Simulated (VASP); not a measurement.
Set up this calculation in VASP 6.6.1, as the native input.

```
Task                   : relaxation of cell and atoms
Functional             : RPBE
Potentials or basis    : VASP PAW PBE potentials, release 64 (Pd)
Cutoff                 : 600 eV
k mesh                 : 18 × 18 × 18
Occupations            : gaussian, width 0.1 eV
Spin                   : no spin polarisation
Further INCAR settings : ALGO = Normal; EDIFF = 1e-07; IBRION = 2; EDIFFG = -0.005; NSW = 90; ISIF = 3
```

The structure of Pd lies in POSCAR:

```
Pd
1.0
    0.0000000000      1.9586507900      1.9586507900
    1.9586507900      0.0000000000      1.9586507900
    1.9586507900      1.9586507900      0.0000000000
Pd
1
Direct
    0.0000000000      0.0000000000      0.0000000000
```

These files were run (other wordings do the same):

INCAR

```
ALGO = Normal ; EDIFF = 1E-7
EDIFFG = -0.005 ; ENCUT = 600
GGA = RP ; IBRION = 2
ISIF = 3 ; ISMEAR = 0
LASPH = True ; LCHARG = False
LREAL = False ; LWAVE = False
NELM = 60 ; NSW = 90
PREC = Accurate ; SIGMA = 0.1
```

KPOINTS

```
k-points
0
Gamma
  18 18 18
```

Potentials or basis: VASP PAW PBE potentials, release 64 (Pd).

Run with:

```bash
$ cat potpaw_PBE.64/Pd/POTCAR > POTCAR
$ mpirun -np 1 vasp_std > vasp.out
```

It gave:

```json
{
 "Relaxed volume": "15.72 Å³/atom",
 "Relaxed cell": "a = 2.812 Å, b = 2.812 Å, c = 2.812 Å, α = 60.00°, β = 60.00°, γ = 60.00°",
 "Space group after relaxing (to 0.05 Å)": "Fm-3m (No. 225)",
 "Energy gained by relaxing": "15.8 meV/atom",
 "Ionic steps": "15",
 "Pressure after relaxing": "0.0 GPa",
 "Band gap on the k mesh": "none (metal or under the smearing width)"
}
```

Caveat: the PAW data sets were made with another functional, which shifts forces and pressure a little.

Run time: 61 s on 1 thread of Intel(R) Xeon(R) 6975P-C (Granite Rapids), with other jobs on the host, peak memory 0.17 GiB.
